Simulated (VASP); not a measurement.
# A VASP study of MgB2 (LDA): structure first, properties next, part 2 of 5

Aim: relax MgB2, then compute properties on the relaxed cell. Left out of this account: 1 further run (relaxation: a spoilt try). The start is a cell from a database of measured crystal structures.

VASP 6.6.1; LDA; plane waves and PAW (Mg, B).

So far. Step 2 (Relaxing cell and atoms (LDA)): It ends with forces that vanish by symmetry and a pressure of -0.01 GPa. The volume lies -5.5 % from that of the database's start, which holds the thermal and zero-point expansion of its experiment. LDA is known to overbind. Step 3 (Second relaxation): It ends with forces that vanish by symmetry and a pressure of -0.01 GPa. The volume moved by under 0.01 %: the run met its threshold at the first step.

### 4. Density, ELF and potential (LDA)

The relaxed cell gets a fresh self-consistent run, on a basis set for its own volume, to fix the density and to check the remaining stress.

Contents of INCAR:

```
SYSTEM = MgB2
PREC = Accurate
ENCUT = 420
EDIFF = 1E-06
NELM = 100
ISMEAR = 0
SIGMA = 0.05
LREAL = .FALSE.
ALGO = Normal
GGA = CA
NBANDS = 10
LORBIT = 11
LWAVE = .FALSE.
LCHARG = .TRUE.
ISIF = 2
LELF = .TRUE.
LVHAR = .TRUE.
```

Contents of POSCAR:

```
MgB2
1.0
    3.0408864453      0.0000000000      0.0000000000
   -1.5204432227      2.6334849117      0.0000000000
    0.0000000000      0.0000000000      3.4274495848
Mg B
1 2
Direct
    0.0000000000      0.0000000000      0.0000000000
    0.3333333333      0.6666666667      0.5000000000
    0.6666666667      0.3333333333      0.5000000000
```

Contents of KPOINTS:

```
Automatic mesh
0
Gamma
10 10 8
0 0 0
```

The projector-augmented-wave data sets are Mg and B (LDA family, release 64).

Run with:

```console
> mpirun -np 2 vasp_std
```

Log:

```text
[banner, memory and clock lines left out]
running    2 mpi-ranks, on    1 nodes
 distrk:  each k-point on    2 cores,    1 groups
 distr:  one band on    1 cores,    2 groups

 POSCAR found type information on POSCAR MgB
 POSCAR found :  2 types and       3 ions
 LDA part: xc-table for (Slater(with rela. corr.)+CA(PZ))
 , standard interpolation
 POSCAR, INCAR and KPOINTS ok, starting setup
 FFT: planning ... GRIDC
 FFT: planning ... GRID_SOFT
 FFT: planning ... GRID
 WAVECAR not read
 entering main loop
       N       E                     dE             d eps       ncg     rms          rms(c)
DAV:   1    -0.665695291794E+00   -0.66570E+00   -0.34304E+03  1530   0.560E+02
[... 2 cycles as in an earlier step ...]
DAV:   4    -0.191894248037E+02   -0.76730E-03   -0.76723E-03  1804   0.572E-01
DAV:   5    -0.191894267210E+02   -0.19172E-05   -0.19174E-05  1734   0.276E-02    0.531E+00
DAV:   6    -0.175830144755E+02    0.16064E+01   -0.21985E+00  1530   0.730E+00    0.241E+00
DAV:   7    -0.172916495322E+02    0.29136E+00   -0.11801E+00  1594   0.533E+00    0.652E-01
DAV:   8    -0.172912550752E+02    0.39446E-03   -0.87834E-02  1510   0.176E+00    0.299E-01
DAV:   9    -0.172855459963E+02    0.57091E-02   -0.14280E-02  1566   0.579E-01    0.530E-02
DAV:  10    -0.172854695973E+02    0.76399E-04   -0.11283E-03  1732   0.190E-01    0.222E-02
DAV:  11    -0.172854545522E+02    0.15045E-04   -0.69823E-05  1608   0.499E-02    0.251E-03
DAV:  12    -0.172854546195E+02   -0.67370E-07   -0.81973E-07  1288   0.668E-03
   1 F= -.17285455E+02 E0= -.17285176E+02  d E =-.556916E-03
```

Elapsed: 9 s, on 2 MPI ranks of AMD EPYC 7R43, shared host; peak memory 0.16 GiB.

From OUTCAR (step 4):

```text
The static configuration has the point symmetry D_6h.

 Found     70 irreducible k-points:

   NELECT =       8.0000    total number of electrons

 E-fermi :   5.6920

  Total       -0.0108400     -0.0108400      0.0159996      0.0000000      0.0000000      0.0000000
  in kB       -0.6327568     -0.6327568      0.9339393      0.0000000      0.0000000      0.0000000
  external PRESSURE =      -0.1105248 kB  Pullay stress =       0.0000000 kB

 POSITION                                       TOTAL-FORCE (eV/Angst)
 -----------------------------------------------------------------------------------
      0.00000      0.00000      0.00000         0.000000      0.000000      0.000000
     -0.00000      1.75566      1.71372         0.000000      0.000000     -0.000000
      1.52044      0.87783      1.71372        -0.000000      0.000000      0.000000
 -----------------------------------------------------------------------------------
    total drift:                                0.000000     -0.000000     -0.000000

  FREE ENERGIE OF THE ION-ELECTRON SYSTEM (eV)
  ---------------------------------------------------
  free  energy   TOTEN  =       -17.2854546195 eV

  energy  without entropy=      -17.2848977031  energy(sigma->0) =      -17.28517616

[... 16 parts as in an earlier step ...]
```

Numbers from this step:

```yaml
scf_cycles: 12
```

Valence electrons inside each PAW sphere by angular momentum. Sphere charges, by row:

```csv
atom,s (e),p (e),d (e),tot (e)
Mg1,0.171,0.2,0.065,0.436
B2,0.691,1.284,0,1.975
B3,0.691,1.284,0,1.975
```

ELF in the ab plane at fractional z = 0.500, with atoms of B within 0.2 Å of it. It is the smooth field of the valence electrons, not physical close to the nuclei.

Values, 16 rows by 16 columns:
```
0.09 0.14 0.26 0.44 0.63 0.77 0.85 0.89 0.89 0.85 0.76 0.63 0.44 0.26 0.14 0.09
0.17 0.26 0.40 0.54 0.64 0.71 0.76 0.77 0.75 0.71 0.65 0.54 0.40 0.26 0.17 0.14
0.33 0.44 0.54 0.58 0.55 0.48 0.41 0.41 0.49 0.55 0.58 0.54 0.44 0.33 0.26 0.26
0.54 0.63 0.64 0.55 0.34 0.13 0.06 0.12 0.34 0.55 0.65 0.63 0.54 0.44 0.40 0.44
0.72 0.77 0.71 0.48 0.13 0.01 0.01 0.13 0.48 0.71 0.76 0.72 0.63 0.54 0.54 0.63
0.85 0.85 0.76 0.41 0.06 0.01 0.06 0.41 0.76 0.85 0.85 0.76 0.65 0.58 0.65 0.76
0.91 0.89 0.77 0.41 0.12 0.13 0.41 0.77 0.89 0.91 0.85 0.71 0.55 0.55 0.71 0.85
0.92 0.89 0.75 0.49 0.34 0.48 0.76 0.89 0.92 0.89 0.76 0.48 0.34 0.49 0.75 0.89
0.91 0.85 0.71 0.55 0.55 0.71 0.85 0.91 0.89 0.77 0.41 0.13 0.12 0.41 0.77 0.89
0.85 0.76 0.65 0.58 0.65 0.76 0.85 0.85 0.76 0.41 0.06 0.01 0.06 0.41 0.76 0.85
0.72 0.63 0.54 0.54 0.63 0.72 0.76 0.71 0.48 0.13 0.01 0.01 0.13 0.48 0.71 0.77
0.54 0.44 0.40 0.44 0.54 0.63 0.65 0.55 0.34 0.12 0.06 0.13 0.34 0.55 0.64 0.63
0.33 0.26 0.26 0.33 0.44 0.54 0.58 0.55 0.49 0.41 0.41 0.48 0.55 0.58 0.54 0.44
0.17 0.14 0.17 0.26 0.40 0.54 0.65 0.71 0.75 0.77 0.76 0.71 0.64 0.54 0.40 0.26
0.09 0.09 0.14 0.26 0.44 0.63 0.76 0.85 0.89 0.89 0.85 0.77 0.63 0.44 0.26 0.14
0.07 0.09 0.17 0.33 0.54 0.72 0.85 0.91 0.92 0.91 0.85 0.72 0.54 0.33 0.17 0.09
```
Columns run along a (3.0 Å), rows up along b (3.0 Å). Atoms in or near the plane, at fractional coordinates: B at (0.33, 0.67), B at (0.67, 0.33).

Valence density in the ab plane at fractional z = 0.500, with atoms of B within 0.2 Å of it. It is the smooth field of the valence electrons, not physical close to the nuclei.

Ten even steps from '_' (0.11 e/Å³) to '@' (0.91 e/Å³):
```
____..::--++##@@@@##++--::..____
__....--++##@@@@@@##++--....____
..::--++##%%%%%%%%##++--::......
::--++####**++**####++--::::..::
==++##%%**----**%%##++==--------
**##@@%%++--++%%@@##**++++++++++
%%@@@@%%****%%@@@@%%############
@@@@@@%%##%%@@@@@@@@@@%%##%%@@@@
%%############%%@@@@%%****%%@@@@
**++++++++++**##@@%%++--++%%@@##
==--------==++##%%**----**%%##++
::::..::::--++####**++**####++--
........::--++##%%%%%%%%##++--::
______....--++##@@@@@@##++--....
______..::--++##@@@@##++--::..__
______..::==**%%@@%%**==::..____
```
Columns run along a (3.0 Å), rows up along b (3.0 Å). Atoms in or near the plane, at fractional coordinates: B at (0.33, 0.67), B at (0.67, 0.33).

Electrostatic potential energy in the ab plane at fractional z = 0.500, with atoms of B within 0.2 Å of it. With pseudopotentials it is smooth inside the atoms' cores, unlike the true potential.

Ten even steps from '0' (-32 eV) to '9' (2 eV):
```
9999987557899999
9999741014789999
9997200002799999
9972036302799999
8840399304889989
8710696017887778
8500330058742247
7510001575100015
8742247850033005
8877788710696017
8989988403993048
9999997203630279
9999997200002799
9999987410147999
9999998755789999
9999988878889999
```
Columns run along a (3.0 Å; values clipped at the 3rd and 97th percentile), rows up along b (3.0 Å). Atoms in or near the plane, at fractional coordinates: B at (0.33, 0.67), B at (0.67, 0.33).

In this run the pressure is -0.01 GPa, small enough to go on.

### 5. Band structure (LDA)

Levels along the symmetry lines show where the bands peak and cross; KPOINTS_OPT computes them in the converged potential.

Contents of INCAR:

```
SYSTEM = MgB2
PREC = Accurate
ENCUT = 420
EDIFF = 1E-06
NELM = 100
ISMEAR = 0
SIGMA = 0.05
LREAL = .FALSE.
ALGO = Normal
GGA = CA
NBANDS = 17
LORBIT = 11
LWAVE = .FALSE.
LCHARG = .FALSE.
KPAR = 2
```

POSCAR is that of step 4.

KPOINTS is that of step 4.

Contents of KPOINTS_OPT:

```
Line mode
16
Line-mode
Reciprocal
  0.00000000   0.00000000   0.00000000 GAMMA
  0.50000000   0.00000000   0.00000000 M

  0.50000000   0.00000000   0.00000000 M
  0.33333333   0.33333333   0.00000000 K

  0.33333333   0.33333333   0.00000000 K
  0.00000000   0.00000000   0.00000000 GAMMA

  0.00000000   0.00000000   0.00000000 GAMMA
  0.00000000   0.00000000   0.50000000 A

  0.00000000   0.00000000   0.50000000 A
  0.50000000   0.00000000   0.50000000 L

  0.50000000   0.00000000   0.50000000 L
  0.33333333   0.33333333   0.50000000 H

  0.33333333   0.33333333   0.50000000 H
  0.00000000   0.00000000   0.50000000 A

  0.50000000   0.00000000   0.50000000 L
  0.50000000   0.00000000   0.00000000 M

  0.33333333   0.33333333   0.00000000 K
  0.33333333   0.33333333   0.50000000 H
```

Run with:

```console
> mpirun -np 2 vasp_std
```

Log:

```text
[... set-up lines as in an earlier step ...]
 entering main loop
       N       E                     dE             d eps       ncg     rms          rms(c)
DAV:   1    -0.417539984752E+00   -0.41754E+00   -0.31506E+03  2644   0.328E+02
DAV:   2    -0.188510662243E+02   -0.18434E+02   -0.17698E+02  3194   0.809E+01
DAV:   3    -0.191888441705E+02   -0.33778E+00   -0.33637E+00  2669   0.800E+00
DAV:   4    -0.191894250769E+02   -0.58091E-03   -0.58087E-03  3117   0.380E-01
DAV:   5    -0.191894267234E+02   -0.16466E-05   -0.16466E-05  2769   0.210E-02    0.531E+00
DAV:   6    -0.175831204656E+02    0.16063E+01   -0.13168E+00  2687   0.429E+00    0.241E+00
DAV:   7    -0.172926818117E+02    0.29044E+00   -0.78136E-01  2872   0.326E+00    0.657E-01
DAV:   8    -0.172914430384E+02    0.12388E-02   -0.63380E-02  2597   0.108E+00    0.315E-01
DAV:   9    -0.172855307028E+02    0.59123E-02   -0.97958E-03  2535   0.351E-01    0.531E-02
DAV:  10    -0.172854592885E+02    0.71414E-04   -0.60271E-04  3016   0.107E-01    0.185E-02
DAV:  11    -0.172854547796E+02    0.45089E-05   -0.16586E-05  2615   0.196E-02    0.323E-03
DAV:  12    -0.172854546038E+02    0.17576E-06   -0.31547E-07  1604   0.243E-03
   1 F= -.17285455E+02 E0= -.17285176E+02  d E =-.556896E-03
 Start KPOINTS_OPT (optional k-point list driver)
k-point batch [1-70\144]
       N       E                     dE             ncg
DAV:   1     0.192292021989E+04   -0.99377E+04     2668
DAV:   2     0.699608929540E+03   -0.12233E+04     3043
DAV:   3     0.673140761235E+03   -0.26468E+02     2750
DAV:   4     0.673095983848E+03   -0.44777E-01     2877
DAV:   5     0.673095859268E+03   -0.12458E-03     2858
DAV:   6     0.673095858774E+03   -0.49399E-06     2380
[...]
k-point batch [141-144\144]
       N       E                     dE             ncg
DAV:   1     0.203044368690E+05   -0.12924E+04      144
DAV:   2     0.202391215620E+05   -0.65315E+02      173
DAV:   3     0.202380191230E+05   -0.11024E+01      175
DAV:   4     0.202380173470E+05   -0.17759E-02      157
DAV:   5     0.202380173418E+05   -0.51949E-05      140
DAV:   6     0.202380173418E+05   -0.25433E-07      157
```

Elapsed: 18 s, on 2 MPI ranks; peak memory 0.22 GiB; 35 s of CPU time.

From OUTCAR (step 5):

```text
   k-points           NKPTS =     70   k-points in BZ     NKDIM =     70   number of bands    NBANDS=     17

   NELECT =       8.0000    total number of electrons

 E-fermi :   5.6919

 k-point     1 :       0.0000    0.0000    0.0000
  band No.  band energies     occupation
      1      -6.9848      2.00000
      2       2.7276      2.00000
      3       5.9706      0.00000
      4       5.9706      0.00000
      5       7.6231      0.00000
      6      12.0166      0.00000
      7      12.0166      0.00000
    ...

  Total       -0.0109286     -0.0109286      0.0163746      0.0000000     -0.0000000     -0.0000000
  in kB       -0.6379278     -0.6379278      0.9558287      0.0000000     -0.0000000     -0.0000000
  external PRESSURE =      -0.1066756 kB  Pullay stress =       0.0000000 kB

 POSITION                                       TOTAL-FORCE (eV/Angst)
 -----------------------------------------------------------------------------------
      0.00000      0.00000      0.00000        -0.000000      0.000000      0.000000
     -0.00000      1.75566      1.71372         0.000000      0.000000     -0.000000
      1.52044      0.87783      1.71372        -0.000000     -0.000000      0.000000
 -----------------------------------------------------------------------------------
    total drift:                                0.000000     -0.000000     -0.000000

  FREE ENERGIE OF THE ION-ELECTRON SYSTEM (eV)
  ---------------------------------------------------
  free  energy   TOTEN  =       -17.2854546038 eV

  energy  without entropy=      -17.2848977080  energy(sigma->0) =      -17.28517616

[... 8 parts as in an earlier step ...]

[... 8 further parts left out ...]
```

Numbers from this step:

- bands: 17
- pressure: -0.01067 GPa

Electronic bands along the path, in eV, zero at the Fermi level; # counts the bands kept:

```
          point      #1     #2     #3     #4     #5    #6     #7
              Γ  -12.68  -2.96   0.28   0.28   1.93  6.32   6.32
0.47 of the way  -11.72  -3.15  -2.04  -1.21   2.73  5.64   7.34
              M   -8.65  -8.07  -2.33   0.22   3.20  3.88   5.69
0.47 of the way   -8.38  -7.78  -3.90   0.57   2.99  5.49   5.86
              K   -7.38  -7.38  -6.15   1.84   1.84  6.43   6.43
0.53 of the way  -11.40  -3.35  -2.41  -1.74   3.15  6.73   7.09
              Γ  -12.68  -2.96   0.28   0.28   1.93  6.32   6.32
0.53 of the way  -12.05  -5.89   0.51   0.51   6.32  6.50   6.50
              A  -11.24  -7.73   0.71   0.71   6.66  6.66   8.01
0.47 of the way  -10.38  -6.64  -2.44  -0.85   3.53  6.47  10.16
              L   -7.56  -7.07  -3.78  -2.01  -1.45  6.00   8.97
0.47 of the way   -7.30  -6.80  -3.44  -3.32  -1.42  5.43   7.84
              H   -6.37  -6.37  -5.42  -2.20  -2.20  3.66  11.85
0.47 of the way   -9.75  -5.86  -3.21  -2.47   2.08  6.96   8.08
              A  -11.24  -7.73   0.71   0.71   6.66  6.66   8.01
      jump to L   -7.56  -7.07  -3.78  -2.01  -1.45  6.00   8.97
0.47 of the way   -8.16  -7.59  -2.24  -2.16   0.08  5.18   9.58
              M   -8.65  -8.07  -2.33   0.22   3.20  3.88   5.69
      jump to K   -7.38  -7.38  -6.15   1.84   1.84  6.43   6.43
0.53 of the way   -6.91  -6.91  -5.78  -0.70  -0.70  5.17  10.05
              H   -6.37  -6.37  -5.42  -2.20  -2.20  3.66  11.85
```

Of the projections kept (Mg, B), the largest for each band there; the rest of the weight can lie on other orbitals:

| point | #1 | #2 | #3 | #4 | #5 | #6 | #7 |
| --- | --- | --- | --- | --- | --- | --- | --- |
| Γ | B 0.86 | B 0.86 | B 0.98 | B 0.98 | Mg 0.56 | B 0.82 | B 0.82 |
| M | B 0.93 | B 0.87 | B 0.96 | B 0.91 | B 0.86 | B 0.72 | B 0.58 |
| K | B 0.93 | B 0.93 | B 0.84 | B 0.92 | B 0.92 | B 0.64 | B 0.64 |
| Γ | B 0.86 | B 0.86 | B 0.98 | B 0.98 | Mg 0.56 | B 0.82 | B 0.82 |
| A | B 0.94 | B 0.60 | B 1.00 | B 1.00 | B 0.86 | B 0.86 | B 1.00 |
| L | B 0.97 | B 0.93 | B 0.72 | B 0.97 | B 0.55 | B 0.87 | Mg 0.62 |

The electronic bands as a text plot (rows in eV, shown from -8.0 to 5.3 only):

```
    5.0 |     *  *    **            *                   *     *
    4.5 |     *                                *         **
    3.9 |      **     **      *             ***   *        *   **
    3.4 |    *****      *            *                     *
    2.8 |   *     *  *   *
    2.3 | **       *      ** *                   *        *
    1.7 |*          *       *         *
    1.1 |          * *                                   *  *
    0.6 |        **           *****    *        *    *
    0.0 |**    **     *    ***     *                *   *  * *
   -0.5 | **  *           *         *          *   *      *   *
   -1.1 |   *          *            *** *     *    *  ** *
   -1.6 |  * *          ***            * ****     *            *
   -2.2 |   * ***        *           *  **   *    *   ******    *
   -2.7 |***            *****             * *    *
   -3.3 |   *    *           *             *  * **     *
   -3.8 |              **             *  **    *      *
   -4.4 |    *    *    *      *         *   *  **
   -5.0 |             *                *      * *
   -5.5 |          * **                      ***              ***
   -6.1 |     *     *          *      * *        *          **
   -6.6 |            *          *    *     ***    *            **
   -7.2 |          **               *    **** *    *  **    ***
   -7.7 |      * ***             ***     **    *    *******
         Γ      M   K       Γ     A      L   H      A|L   M|K   H
```

There is no gap at this level.

Of the bands kept, 3 cross the Fermi level on this path.

(Continued in part 3 of 5.)

[Lines on the potential files, build, host, timing and source positions are cut from VASP's logs without a mark.]

[Logs are printed without paths, hosts, clocks, repeated set-up lines and the standing remarks that a program may print on its own settings, such as how far it seeks lower states.]

[Hosts, paths, dates, database ids (printed as entryN), source tags and the programs' standing remarks are cut or masked in the printed files.]

[A measured line is paired with the nearest computed mode of its activity, which favours agreement.]
